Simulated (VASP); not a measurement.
All values below come from PBEsol GGA, VASP's PBE PAW potentials (set 64) (plane waves; VASP 6.6.1).

Input for VASP

KPOINTS:
```
Automatic mesh
0
Gamma
11 11 5
0 0 0
```

### INCAR
```
SYSTEM=CdS
PREC=Accurate; ENCUT=500; LREAL=.FALSE.
LASPH=.TRUE.
EDIFF=1E-6; NELM=100; ALGO=Normal
LMAXMIX=4
ISMEAR=1; SIGMA=0.1
GGA=PS
IBRION=2; NSW=40; ISIF=3
EDIFFG=-0.02; PSTRESS=450
LWAVE=.FALSE.; LCHARG=.FALSE.
```

POSCAR:
```
CdS
1
    3.3124357775    -0.0000000083    -0.0000000000
   -1.6562178959     2.8688009094    -0.0000000000
    0.0000000000    -0.0000000000     7.0574021992
Cd S
2 2
Direct
  0.3333330000   0.6666670000   0.0310952365
  0.6666670000   0.3333330000   0.5310952365
  0.3333330000   0.6666670000   0.3439047635
  0.6666670000   0.3333330000   0.8439047635
```

POTCAR, in this order: Cd S (PBE.64 set). Program: vasp_std.

The run wrote:

### OUTCAR
```
 ion  position               nearest neighbor table
   1  0.333  0.667  0.031-   3 2.21   4 2.32   4 2.32   4 2.32
   2  0.667  0.333  0.531-   4 2.21   3 2.32   3 2.32   3 2.32
   3  0.333  0.667  0.344-   1 2.21   2 2.32   2 2.32   2 2.32
   4  0.667  0.333  0.844-   2 2.21   1 2.32   1 2.32   1 2.32
  LATTYP: Found a base centered orthorhombic cell.
 ALAT       =     3.3124357775
 B/A-ratio  =     1.7321397895
 C/A-ratio  =     2.1305778204
 Subroutine PRICEL returns:
 Original cell was already a primitive cell.
 Subroutine GETGRP returns: Found  4 space group operations
The static configuration has the point symmetry C_1h.
 The point group associated with its full space group is C_2v.
The dynamic configuration has the point symmetry C_1h.
 Subroutine INISYM returns: Found  4 space group operations
 Subroutine IBZKPT returns following result:
 Found    108 irreducible k-points:

 Following reciprocal coordinates:
            Coordinates               Weight
  0.000000  0.000000  0.000000      1.000000
  0.090909  0.000000  0.000000      4.000000
  0.181818  0.000000  0.000000      4.000000
  0.272727 -0.000000  0.000000      4.000000
  0.363636 -0.000000  0.000000      4.000000
  0.454545  0.000000  0.000000      4.000000
 -0.000000  0.090909  0.000000      2.000000
  0.090909  0.090909  0.000000      4.000000
  0.181818  0.090909  0.000000      4.000000
  0.272727  0.090909  0.000000      4.000000
  0.363636  0.090909  0.000000      4.000000
  0.454545  0.090909  0.000000      4.000000
 -0.454545  0.090909  0.000000      4.000000
 -0.363636  0.090909  0.000000      4.000000
 -0.272727  0.090909  0.000000      4.000000
 -0.181818  0.090909  0.000000      2.000000
 -0.000000  0.181818  0.000000      2.000000
  0.090909  0.181818  0.000000      4.000000
  0.181818  0.181818  0.000000      4.000000
  0.272727  0.181818  0.000000      4.000000
  0.363636  0.181818  0.000000      4.000000
  0.454545  0.181818  0.000000      4.000000
 -0.454545  0.181818  0.000000      4.000000
 -0.363636  0.181818  0.000000      2.000000
  0.000000  0.272727  0.000000      2.000000
  0.090909  0.272727  0.000000      4.000000
  0.181818  0.272727  0.000000      4.000000
  0.272727  0.272727  0.000000      4.000000
  0.363636  0.272727  0.000000      4.000000
  0.454545  0.272727  0.000000      2.000000
 -0.000000  0.363636  0.000000      2.000000
  0.090909  0.363636  0.000000      4.000000
  0.181818  0.363636  0.000000      4.000000
  0.272727  0.363636  0.000000      2.000000
 -0.000000  0.454545  0.000000      2.000000
  0.090909  0.454545  0.000000      2.000000
  0.000000  0.000000  0.200000      2.000000
  0.090909  0.000000  0.200000      8.000000
  0.181818  0.000000  0.200000      8.000000
  0.272727 -0.000000  0.200000      8.000000
   k-points           NKPTS =    108   k-points in BZ     NKDIM =    108   number of bands    NBANDS=     22
   number of dos      NEDOS =    301   number of ions     NIONS =      4
   total plane-waves  NPLWV =  31104
   dimension x,y,z NGX =    24 NGY =   24 NGZ =   54
   dimension x,y,z NGXF=    48 NGYF=   48 NGZF=  108
   ions per type =               2   2
   PREC   = accura    normal or accurate (medium, high low for compatibility)
   ISTART =      0    job   : 0-new  1-cont  2-samecut
   ICHARG =      2    charge: 1-file 2-atom 10-const
   ISPIN  =      1    spin polarized calculation?
   LNONCOLLINEAR =      F non collinear calculations
   LSORBIT =      F    spin-orbit coupling
   INIWAV =      1    electr: 0-lowe 1-rand  2-diag
   ENCUT  =  500.0 eV  36.75 Ry    6.06 a.u.   6.04  6.04 12.87*2*pi/ulx,y,z
...
```

File OSZICAR:
```
       N       E                     dE             d eps       ncg     rms          rms(c)
DAV:   1     0.270942503752E+03    0.27094E+03   -0.18521E+04  4752   0.155E+03
DAV:   2     0.169488307969E+01   -0.26925E+03   -0.26291E+03  5208   0.389E+02
DAV:   3    -0.113588718565E+02   -0.13054E+02   -0.12982E+02  5856   0.882E+01
DAV:   4    -0.114773985603E+02   -0.11853E+00   -0.11849E+00  5430   0.839E+00
DAV:   5    -0.114790640709E+02   -0.16655E-02   -0.16653E-02  5880   0.971E-01    0.243E+01
DAV:   6    -0.100215301124E+02    0.14575E+01   -0.33355E+00  6430   0.266E+01    0.173E+01
DAV:   7    -0.100078446960E+02    0.13685E-01   -0.24262E+00  5628   0.105E+01    0.318E+00
DAV:   8    -0.993800222904E+01    0.69842E-01   -0.45420E-01  5546   0.808E+00    0.124E+00
DAV:   9    -0.993757751467E+01    0.42471E-03   -0.44213E-02  5730   0.225E+00    0.166E-01
DAV:  10    -0.993756402032E+01    0.13494E-04   -0.10995E-03  5626   0.331E-01    0.908E-02
DAV:  11    -0.993757043957E+01   -0.64193E-05   -0.83827E-05  5628   0.725E-02    0.334E-02
DAV:  12    -0.993757230739E+01   -0.18678E-05   -0.24902E-06  5344   0.127E-02    0.187E-02
DAV:  13    -0.993757276329E+01   -0.45589E-06   -0.55784E-07  3450   0.872E-03
   1 F= 0.88986872E+01 E0= 0.88986605E+01  d E =0.889869E+01
```

OUTCAR:
```
------------------------ aborting loop because EDIFF is reached ----------------------------------------
  FORCE on cell =-STRESS in cart. coord.  units (eV):
  Direction    XX          YY          ZZ          XY          YZ          ZX
  --------------------------------------------------------------------------------------
  Total       18.9117708     18.9085207     18.7770062     -0.0000001      0.0000000      0.0000000
  in kB      451.8039604    451.7263145    448.5844229     -0.0000023      0.0000000      0.0000000
  external PRESSURE =       0.7048993 kB  Pullay stress =     450.0000000 kB
  volume of cell :       67.06
      direct lattice vectors                 reciprocal lattice vectors
     3.312435778 -0.000000008  0.000000000     0.301892646  0.174288847  0.000000000
    -1.656217896  2.868800909  0.000000000     0.000000001  0.348577693  0.000000000
     0.000000000  0.000000000  7.057402199     0.000000000  0.000000000  0.141695198
  FREE ENERGIE OF THE ION-ELECTRON SYSTEM (eV)
  ---------------------------------------------------
  free  energy   TOTEN  =        -9.9375727633 eV

  energy  without entropy=       -9.9376528977  energy(sigma->0) =       -9.93759947
  enthalpy is  TOTEN    =         8.8986872121 eV   P V=       18.8362599754

 reached required accuracy - stopping structural energy minimisation
```
(Selected blocks of OUTCAR.)

The structure was generated: CdS was put into the wurtzite type (P6_3mc), which need not be its known phase. It was relaxed first under an external pressure of 45 GPa.
